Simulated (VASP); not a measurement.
```
CaF2
1.0
    0.00000     2.72718     2.72718
    2.72718     0.00000     2.72718
    2.72718     2.72718     0.00000
Ca F
1 2
Direct
  0.00000   0.00000   0.00000
  0.25000   0.25000   0.25000
  0.75000   0.75000   0.75000
```

Method: r2SCAN meta-GGA, VASP's PBE PAW potentials (set 64) (plane waves; VASP). Run with PREC = Normal, EDIFF = 1E-5, 450 eV cut-off, 9×9×9 Γ-centred mesh, Gaussian smearing of 0.050 eV, potentials Ca_sv F.

At this cut-off the stress carries a Pulay error, which pulls relaxed volumes low.

Task: Predict the energy per atom (σ→0), pressure.

Result: 
* **energy per atom (σ→0)**: -835.0 kJ/mol of atoms
* **pressure**: -2.16 GPa

The absolute energy has meaning only against runs of the same code, potentials and settings.

The compound is CaF2 in the fluorite structure. It was relaxed first.
